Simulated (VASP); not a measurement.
All values below come from LDA (Ceperley-Alder, Perdew-Zunger), VASP's LDA PAW potentials (set 64) (plane waves; VASP 6.6.1).

A VASP calculation is set up with these files.

**KPOINTS**
```
Automatic mesh
0
Gamma
6 6 6
0 0 0
```

**POSCAR**
```
NaF
1.0
  0.0000000000   2.2904670000   2.2904670000
  2.2904670000   0.0000000000   2.2904670000
  2.2904670000   2.2904670000   0.0000000000
Na F
1 1
Cart
  0.0000000000   0.0000000000   0.0000000000
  2.2904670000   2.2904670000   2.2904670000
```

INCAR:
```
# general
SYSTEM=NaF
PREC  =Accurate
ENCUT =400
LREAL =F
LASPH =T

# electronic loop
EDIFF =1E-6
NELM  =100
ALGO  =Normal

# smearing
ISMEAR=-1
SIGMA =0.02

# ions
ISIF  =2

# output
LWAVE =F
LCHARG=F
```

POTCAR, in this order: Na_pv F (LDA.64 set). Program: vasp_std.

What VASP printed:

File OSZICAR:
```
       N       E                     dE             d eps       ncg     rms          rms(c)
DAV:   1     0.826924252260E+02    0.82692E+02   -0.73084E+03   371   0.124E+03
DAV:   2    -0.597763340483E+01   -0.88670E+02   -0.83047E+02   373   0.301E+02
DAV:   3    -0.101215717597E+02   -0.41439E+01   -0.41381E+01   405   0.692E+01
DAV:   4    -0.101519246663E+02   -0.30353E-01   -0.30351E-01   379   0.643E+00
DAV:   5    -0.101522274218E+02   -0.30276E-03   -0.30275E-03   409   0.644E-01    0.483E+00
DAV:   6    -0.939195860850E+01    0.76027E+00   -0.31261E+00   408   0.182E+01    0.182E+00
DAV:   7    -0.935978172447E+01    0.32177E-01   -0.31374E-02   364   0.248E+00    0.998E-01
DAV:   8    -0.934273411430E+01    0.17048E-01   -0.20225E-02   383   0.384E+00    0.100E-01
DAV:   9    -0.934292009474E+01   -0.18598E-03   -0.17099E-03   400   0.455E-01    0.667E-02
DAV:  10    -0.934286667349E+01    0.53421E-04   -0.26232E-04   373   0.180E-01    0.478E-03
DAV:  11    -0.934286644856E+01    0.22493E-06   -0.10504E-05   394   0.845E-02    0.229E-03
DAV:  12    -0.934286636258E+01    0.85981E-07   -0.39694E-07   188   0.137E-02
   1 F= -.93428664E+01 E0= -.93428664E+01  d E =-.123341E-10
```

File OUTCAR:
```
------------------------ aborting loop because EDIFF is reached ----------------------------------------
  FORCE on cell =-STRESS in cart. coord.  units (eV):
  Direction    XX          YY          ZZ          XY          YZ          ZX
  --------------------------------------------------------------------------------------
  Total       -1.5636282     -1.5636282     -1.5636282      0.0000000      0.0000000     -0.0000000
  in kB     -104.2418172   -104.2418172   -104.2418172      0.0000000      0.0000000     -0.0000000
  external PRESSURE =    -104.2418172 kB  Pullay stress =       0.0000000 kB
  volume of cell :       24.03
      direct lattice vectors                 reciprocal lattice vectors
     0.000000000  2.290467000  2.290467000    -0.218296094  0.218296094  0.218296094
     2.290467000  0.000000000  2.290467000     0.218296094 -0.218296094  0.218296094
     2.290467000  2.290467000  0.000000000     0.218296094  0.218296094 -0.218296094
  FREE ENERGIE OF THE ION-ELECTRON SYSTEM (eV)
  ---------------------------------------------------
  free  energy   TOTEN  =        -9.3428663626 eV

  energy  without entropy=       -9.3428663626  energy(sigma->0) =       -9.34286636
```
(Selected blocks of OUTCAR.)

**OUTCAR**
```
 val. band max:       -2.3737550596   @ k =   0.0000   0.0000   0.0000

 cond. band min:       3.7834609823   @ k =   0.0000   0.0000   0.0000


 Fermi energy:        -1.9572478853

 k-point     1 :       0.0000    0.0000    0.0000
  band No.  band energies     occupation
      1     -21.1852      2.00000
      2     -21.0216      2.00000
      3     -21.0216      2.00000
      4     -21.0216      2.00000
      5      -2.3738      2.00000
      6      -2.3738      2.00000
      7      -2.3738      2.00000
      8       3.7835      0.00000
      9      16.4200      0.00000
     10      16.4200      0.00000
     11      16.4200      0.00000

 k-point     2 :       0.1667    0.0000    0.0000
  band No.  band energies     occupation
      1     -21.5496      2.00000
      2     -21.0255      2.00000
      3     -21.0255      2.00000
      4     -20.6259      2.00000
      5      -2.9254      2.00000
      6      -2.4533      2.00000
      7      -2.4533      2.00000
      8       4.7407      0.00000
      9      13.9159      0.00000
     10      16.8505      0.00000
     11      16.8505      0.00000

 k-point     3 :       0.3333    0.0000    0.0000
  band No.  band energies     occupation
      1     -21.8365      2.00000
      2     -21.0325      2.00000
      3     -21.0325      2.00000
      4     -20.2506      2.00000
      5      -3.7652      2.00000
      6      -2.5949      2.00000
      7      -2.5949      2.00000
      8       6.7458      0.00000
      9      11.4509      0.00000
     10      17.5423      0.00000
     11      17.5423      0.00000

 k-point     4 :       0.5000    0.0000    0.0000
  band No.  band energies     occupation
      1     -21.9402      2.00000
      2     -21.0362      2.00000
      3     -21.0362      2.00000
      4     -20.1075      2.00000
      5      -4.1264      2.00000
      6      -2.6676      2.00000
      7      -2.6676      2.00000
      8       8.2348      0.00000
      9      10.0338      0.00000
...
```

At this cut-off the stress carries a Pulay error, which pulls relaxed volumes low.

The structure comes from a computed database's NaF entry; how it stands against other phases isn't given here. The cell was not relaxed at this level. The run is one of a series of settings (GGA removed, POTCAR Na_pv F (LDA.64 set) against the base run), some of them coarse on purpose.
